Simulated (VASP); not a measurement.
Input:

```xyz
4
Lattice="3.9476 0.0000 0.0000 -1.9738 3.4187 0.0000 0.0000 0.0000 5.8287" Properties=species:S:1:pos:R:3 pbc="T T T"
Zn     0.0000     2.2792     1.4572
Zn     1.9738     1.1396     4.3715
S      1.9738     1.1396     1.4572
S      0.0000     2.2792     4.3715
```

Computed with r2SCAN meta-GGA, VASP's PBE PAW potentials (set 64) (plane waves; VASP). Run with 400 eV cut-off, 7×7×5 Γ-centred mesh, tetrahedra with Blöchl corrections, potentials Zn S.

**Question.** Give the energies of bands 8 to 21 at the high-symmetry points, in eV from the valence-band maximum.

**Answer.** 
```json
[
 {"band": "8", "Γ": "-6.31", "M": "-6.39", "K": "-6.43", "A": "-6.36", "L": "-6.56", "H": "-6.48"},
 {"band": "9", "Γ": "-6.31", "M": "-6.35", "K": "-6.40", "A": "-6.24", "L": "-6.26", "H": "-6.32"},
 {"band": "10", "Γ": "-6.20", "M": "-6.23", "K": "-6.20", "A": "-6.24", "L": "-6.26", "H": "-6.32"},
 {"band": "11", "Γ": "-6.20", "M": "-6.19", "K": "-5.99", "A": "-6.24", "L": "-6.13", "H": "-5.96"},
 {"band": "12", "Γ": "-5.87", "M": "-6.12", "K": "-5.99", "A": "-6.24", "L": "-6.13", "H": "-5.96"},
 {"band": "13", "Γ": "-4.53", "M": "-4.82", "K": "-4.44", "A": "-2.34", "L": "-5.13", "H": "-4.98"},
 {"band": "14", "Γ": "-1.25", "M": "-4.47", "K": "-4.43", "A": "-2.34", "L": "-5.13", "H": "-4.98"},
 {"band": "15", "Γ": "-1.25", "M": "-2.85", "K": "-4.43", "A": "-0.85", "L": "-2.30", "H": "-3.73"},
 {"band": "16", "Γ": "-0.44", "M": "-2.66", "K": "-2.91", "A": "-0.85", "L": "-2.30", "H": "-3.73"},
 {"band": "17", "Γ": "-0.44", "M": "-1.68", "K": "-1.89", "A": "-0.85", "L": "-0.77", "H": "-0.41"},
 {"band": "18", "Γ": "0.00", "M": "-1.22", "K": "-1.89", "A": "-0.85", "L": "-0.77", "H": "-0.41"},
 {"band": "19", "Γ": "1.89", "M": "2.90", "K": "5.84", "A": "3.20", "L": "4.04", "H": "4.93"},
 {"band": "20", "Γ": "2.58", "M": "4.62", "K": "6.01", "A": "3.20", "L": "4.04", "H": "4.93"},
 {"band": "21", "Γ": "6.12", "M": "5.93", "K": "6.01", "A": "6.44", "L": "4.97", "H": "6.96"}
]
```

The gap is direct, 1.89 eV, from the valence maximum at Γ to the conduction minimum at Γ.

The structure was generated: ZnS was put into the layered h-BN type type (P6_3/mmc), which need not be its known phase. It was relaxed first, which changed the volume by -36 %.
